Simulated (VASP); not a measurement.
An input for Ansatz (written as the equivalent of a VASP run, and not itself run):

Ansatz 0.2 input:
```yaml
crystal:
  lattice:
    - [3.8959020, 0.0000000, 0.0000000]
    - [1.9463760, 3.3751520, 0.0000000]
    - [0.0161120, 0.0277710, 9.6667940]
  atoms:
    - { symbol: In, position: [0.3331500, 0.3341700, 0.8103700] }
    - { symbol: In, position: [0.6668500, 0.6658300, 0.1896300] }
    - { symbol: Se, position: [0.0000000, 0.0000000, 0.0000000] }
    - { symbol: Se, position: [0.3334400, 0.3311800, 0.3236500] }
    - { symbol: Se, position: [0.6665600, 0.6688200, 0.6763500] }
kpoints:
  mp_grid: { grid: [4, 4, 2] }
hamiltonian:
  xc: pbesol
  pseudopotentials: { kind: paw }
scf:
  occupations: { method: fermi_dirac, width: 0.1 }
  max_iter: 100
output: { forces: true, stress: true, eigenvalues: true }
```

Q: Write the VASP files for the same calculation (PBEsol).

A: One answer among several that fit: 
INCAR:
```
ALGO=Normal
EDIFF=1E-6
ENCUT=300
GGA=PS
ISIF=2
ISMEAR=-1
LASPH=.True.
LCHARG=.False.
LMAXMIX=4
LREAL=.False.
LWAVE=.False.
NELM=100
PREC=Accurate
SIGMA=0.1
SYSTEM=In2Se3
```

POSCAR:
```
In2Se3
1
    3.8959020000     0.0000000000     0.0000000000
    1.9463760000     3.3751520000     0.0000000000
    0.0161120000     0.0277710000     9.6667940000
In Se
2 3
Direct
  0.3331500000   0.3341700000   0.8103700000
  0.6668500000   0.6658300000   0.1896300000
  0.0000000000   0.0000000000   0.0000000000
  0.3334400000   0.3311800000   0.3236500000
  0.6665600000   0.6688200000   0.6763500000
```

**KPOINTS**
```
Automatic mesh
0
G
  4 4 2
0 0 0
```

POTCAR, in this order: In_d Se (PBE.64 set). Program: vasp_std.

Limits of the translation: each code has its own PAW files, so the cut-off isn't converted (ENCUT is set for VASP's; basis.ecutwfc is left out, and Ansatz then takes the one that its files recommend); Ansatz stops its SCF on the density residual and VASP on the energy change (EDIFF).

The structure comes from a computed database's In2Se3 entry; how it stands against other phases isn't given here. The cell was not relaxed at this level, atoms are displaced from their ideal sites, and its volume differs by -5.9 % from the start's. The k-mesh is coarse (spacing up to 0.47 per Å, 2π included), so the numbers may not be converged in it.
